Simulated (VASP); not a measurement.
The system is LiTiB4.

```xyz
6
Lattice="3.0210 0.0000 0.0000 -1.5105 2.6162 0.0000 0.0000 0.0000 6.7608" Properties=species:S:1:pos:R:3 pbc="T T T"
Li    0.0000    0.0000    3.3804
Ti    0.0000    0.0000    0.0000
B     0.0000    1.7442    5.1879
B     1.5105    0.8721    5.1879
B     0.0000    1.7442    1.5730
B     1.5105    0.8721    1.5730
```

The cell was built by a generator and needn't be a form met in nature.

```yaml
Program: VASP 6.6.1
Task: relaxation of cell and atoms
Functional: BLYP
Potentials_or_basis: VASP PAW PBE potentials, release 64 (Li_sv, Ti_sv, B)
Cutoff: 600 eV
k_mesh: 7 × 7 × 3
Occupations: fermi-dirac, width 0.05 eV
Spin: no spin polarisation
```

At the start: pressure 3.8 GPa; volume 8.91 Å³/atom.

Problem. Where does the relaxation end?

Solution. Over 10 steps the energy falls by 3.1 meV/atom and the volume is 9.13 Å³/atom (+2.6 %); space group P6/mmm (No. 191, to 0.05 Å).

The path:
```csv
step,energy change (eV),largest force (eV/Å),pressure (GPa),volume (Å³)
1,0.0000,0.1518,3.82,53.43
2,-0.0144,0.0372,-1.18,55.09
3,-0.0165,0.0055,-0.46,54.67
4,-0.0165,0.0123,-0.22,54.61
5,-0.0183,0.0162,0.12,54.62
6,-0.0183,0.0194,0.15,54.62
7,-0.0184,0.0198,0.03,54.68
8,-0.0185,0.0202,-0.22,54.79
9,-0.0185,0.0144,-0.19,54.80
10,-0.0186,0.0056,-0.09,54.81
```

Final structure:
```
Li Ti B
1.0
     3.03399    0.00000    0.00000
    -1.51700    2.62751    0.00000
     0.00000    0.00000    6.87512
Li Ti B
1 1 4
Cartesian
  0.0000 0.0000 3.4376
  0.0000 0.0000 0.0000
  0.0000 1.7517 5.2738
  1.5170 0.8758 5.2738
  0.0000 1.7517 1.6014
  1.5170 0.8758 1.6014
```

Caveat: the cutoff is under 1.25 times the usual one of these potentials, so pressure, stress and relaxed cells hold a basis-set (Pulay) error; the PAW data sets were made with another functional, which shifts forces and pressure a little.
